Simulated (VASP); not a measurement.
```
CELL_PARAMETERS angstrom
      4.40918     0.00000     0.00000
      0.00000     4.40918     0.00000
      0.00000     0.00000     4.40918
ATOMIC_POSITIONS crystal
  Cs 0.00000 0.00000 0.00000
  I  0.50000 0.50000 0.50000
```

The numbers are results of LDA (Ceperley-Alder, Perdew-Zunger), VASP's LDA PAW potentials (set 64) (plane waves; VASP), not measurements. Settings: 520 eV cut-off, Gaussian smearing of 0.050 eV, potentials Cs_sv I.

Unless said otherwise, spin-orbit coupling is left out, though it shifts the bands of the heavy elements here.

Task: Give the energies of bands 3 to 11 at the high-symmetry points, in eV from the valence-band maximum.

Result: 
| band | Γ | X | M | R |
|---|---|---|---|---|
| 3 | -6.92 | -7.07 | -7.46 | -7.27 |
| 4 | -6.92 | -6.82 | -7.46 | -7.27 |
| 5 | -6.92 | -6.82 | -6.76 | -7.27 |
| 6 | -0.06 | -1.90 | -0.94 | -1.64 |
| 7 | -0.06 | -0.32 | -0.94 | -1.64 |
| 8 | -0.06 | -0.32 | 0.00 | -1.64 |
| 9 | 3.78 | 4.91 | 3.97 | 7.34 |
| 10 | 3.78 | 6.59 | 4.77 | 7.34 |
| 11 | 3.92 | 6.73 | 5.98 | 7.34 |

The gap is indirect, 3.78 eV, from the valence maximum at M to the conduction minimum at Γ.

Measured: gap 6.20 eV (computed value off by -2.42 eV), as given by Aguado et al., (1998), arXiv:cond-mat/9809176.

The compound is CsI in the CsCl type structure. It was relaxed first, which changed the volume by -10 %.
